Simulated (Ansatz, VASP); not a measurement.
**NaB2 in VASP and in Ansatz**

```
Na B
1.0
     2.61860    0.00000    0.00000
    -1.30930    2.26777    0.00000
     0.00000    0.00000   12.13821
Na B
2 4
Cartesian
  0.0000 0.0000 6.0691
  0.0000 0.0000 0.0000
  1.3093 0.7559 3.8608
  0.0000 1.5118 8.2774
  0.0000 1.5118 9.9299
  1.3093 0.7559 2.2083
```

Alike in both runs: task relaxation of cell and atoms; functional PBE; k mesh 18 × 18 × 4; occupations gaussian, width 0.1 eV; no spin polarisation.

|  | VASP | Ansatz |
| --- | --- | --- |
| version | VASP 6.6.1 | Ansatz 0.2.0 |
| potentials or method | VASP PAW PBE potentials, release 64 (Na_pv, B) | scalar-relativistic, plane waves, PAW |
| plane-wave cutoff (eV) | 600 | 420 |
| valence electrons in the cell | 26 | 30 |

```csv
,VASP,Ansatz,Ansatz less VASP
"gap on the k mesh at the Fermi level, each at its own relaxed structure (eV)",none,none,-
relaxed volume (Å³/atom),12.43,12.37,-0.055
relaxed cell length with the largest relative difference (Å),2.670,2.664,-0.0058
energy change over the relaxation (meV/atom),-2,-1,+0.2
```

A gap of «none» marks a metal or a gap that the smearing closes. The two sets of potentials don't hold the same shells in valence.
